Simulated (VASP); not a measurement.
Given:

```yaml
crystal:
  lattice:
    - [0.00000, 3.24450, 3.24450]
    - [3.24450, 0.00000, 3.24450]
    - [3.24450, 3.24450, 0.00000]
  atoms:
    - { symbol: Sn, position: [0.00000, 0.00000, 0.00000] }
    - { symbol: Sn, position: [0.25000, 0.25000, 0.25000] }
```

All values below come from PBE GGA, VASP's PBE PAW potentials (set 64) (plane waves; VASP 6.6.1). Settings: 300 eV cut-off, 9×9×9 Γ-centred mesh, Fermi-Dirac smearing of 0.050 eV, potentials Sn_d.

Question: Give the energies of bands 12 to 17 at the high-symmetry points, in eV from the Fermi level.

Answer: 
```csv
band,Γ,X,U,L,W
12,-0.62,-7.50,-7.01,-6.28,-7.44
13,0.10,-2.45,-3.36,-1.10,-3.02
14,0.10,-2.45,-2.09,-1.10,-3.02
15,0.10,0.84,1.12,0.01,3.44
16,2.18,0.84,3.38,3.25,3.44
17,2.18,7.74,5.78,3.25,4.06
```

It has no gap at this level: it comes out as a metal or semimetal.

The structure is a typed Sn crystal (Fd-3m). The cell was not relaxed at this level.
